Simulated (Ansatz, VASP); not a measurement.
Two plane-wave programs on MnI2

```
Mn I
1.0
     4.16000    0.00000    0.00000
    -2.08000    3.60267    0.00000
     0.00000    0.00000    6.82000
Mn I
1 2
Direct
  0.00000 0.00000 0.00000
  0.33333 0.66667 0.25000
  0.66667 0.33333 0.75000
```

Alike in both runs: task single point; functional LDA; k mesh 5 × 5 × 3; occupations gaussian, width 0.05 eV; collinear spin; Hubbard terms Mn d U = 4.0 eV.

|  | VASP | Ansatz |
| --- | --- | --- |
| version | VASP 6.6.1 | Ansatz 0.2.0 |
| potentials or method | VASP PAW LDA potentials, release 64 (Mn_pv, I) | scalar-relativistic, plane waves, PAW |
| plane-wave cutoff (eV) | 520 | 420 |
| valence electrons in the cell | 27 | 49 |

VASP gave:

* gap on the k mesh at the Fermi level (eV): 2.32
* least direct gap on the mesh (eV): 2.43
* pressure (GPa): -2.7
* largest component of the traceless stress (GPa): 0.11
* rms of the force components (eV/Å): 0.214
* net moment per atom (μB): 1.67
* size of the moment on the site where the two differ most (μB): 4.55

**Question.** Which values does Ansatz return?

**Answer.** gap on the k mesh at the Fermi level (eV): 2.55; least direct gap on the mesh (eV): 2.67; pressure (GPa): -2.5; largest component of the traceless stress (GPa): 0.19; rms of the force components (eV/Å): 0.207; net moment per atom (μB): 1.67; size of the moment on the site where the two differ most (μB): 4.62.

Site moments also hang on the region over which each program counts them. The programs project onto different local orbitals, so the same U acts differently. Atom by atom the forces differ by 0.007 eV/Å (rms over components). The two sets of potentials don't hold the same shells in valence.

Caveats: spin-orbit coupling is left out, which moves the levels of the heavy elements; an odd mesh through Γ misses points on the zone boundary, where band edges often lie; the cell's inner coordinates are idealised or old, which leaves forces on the atoms. The state reached can hang on the start; a lower one may exist.
